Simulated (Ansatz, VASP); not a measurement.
## Two plane-wave programs on RbRu2

```xyz
3
Lattice="4.0339 0.0000 0.0000 -2.0170 3.4935 0.0000 0.0000 0.0000 6.0178" Properties=species:S:1:pos:R:3 pbc="T T T"
Rb    0.0000    0.0000    0.0000
Ru    0.0000    2.3290    3.0089
Ru    2.0170    1.1645    3.0089
```

Alike in both runs: functional PBE; k mesh 12 × 12 × 8; occupations gaussian, width 0.1 eV; no spin polarisation.

Ansatz relaxed the structure, and its values are those at the end. VASP's run is a single point on that final structure, the one shown.

|  | VASP | Ansatz |
| --- | --- | --- |
| version | VASP 6.6.1 | Ansatz 0.2.0 |
| potentials or method | VASP PAW PBE potentials, release 64 (Rb_sv, Ru_pv) | scalar-relativistic, plane waves, PAW |
| plane-wave cutoff (eV) | 520 | 420 |
| valence electrons in the cell | 37 | 41 |

Ansatz gave:

| Quantity | Value |
| --- | --- |
| gap on the k mesh at the Fermi level (eV) | none |
| pressure (GPa) | 0.0 |

Problem. Which values does VASP return?

Solution. gap on the k mesh at the Fermi level (eV): none; pressure (GPa): 0.1.

A gap of «none» marks a metal or a gap that the smearing closes. The functional is the same, so the differences come from potentials, cutoffs and numerics. The two sets of potentials don't hold the same shells in valence.
